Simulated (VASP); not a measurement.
These are PBE GGA, VASP's PBE PAW potentials (set 64) (plane waves; VASP) values and carry that method's errors.

Gaps are without spin-orbit coupling.

The volume per atom comes out as 37.66 Å^3/atom. The band gap (over mesh and band path) is 4.82 eV. The smallest direct gap (over mesh and band path) is 4.82 eV, the Hill bulk modulus is 14.3 GPa and the Hill shear modulus is 7.8 GPa.

Question: Which relaxed crystal gives these values?
A. CeO2, Fm-3m (225)
B. AgI, P6_3mc (186)
C. CdS, F-43m (216)
D. RbCl, Fm-3m (225)

Answer: D, RbCl, Fm-3m (225)
